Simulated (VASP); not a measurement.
Input:

```yaml
crystal:
  lattice:
    - [0.00000, 2.97872, 2.97872]
    - [2.97872, 0.00000, 2.97872]
    - [2.97872, 2.97872, 0.00000]
  atoms:
    - { symbol: In, position: [0.00000, 0.00000, 0.00000] }
    - { symbol: P, position: [0.25000, 0.25000, 0.25000] }
```

These are modified Becke-Johnson potential (mBJ), VASP's PBE PAW potentials (set 64) (plane waves; VASP 6.6.1) values and carry that method's errors. Settings: 520 eV cut-off, 6×6×6 Γ-centred mesh, Gaussian smearing of 0.050 eV, potentials In_d P.

mBJ is a potential without an energy functional, so only the levels count. Unless said otherwise, spin-orbit coupling is left out, though it shifts the bands of the heavy elements here.

**Question.** Estimate the band gap (over mesh and band path) with the smallest direct gap where there is one.

**Answer.** 
```
Quantity                                        Result
---------------------------------------------  -------
band gap (over mesh and band path)             1.40 eV
smallest direct gap (over mesh and band path)  1.40 eV
```

The compound is InP in the zinc blende structure. It was relaxed first. The cell's shape comes from a PBE relaxation.
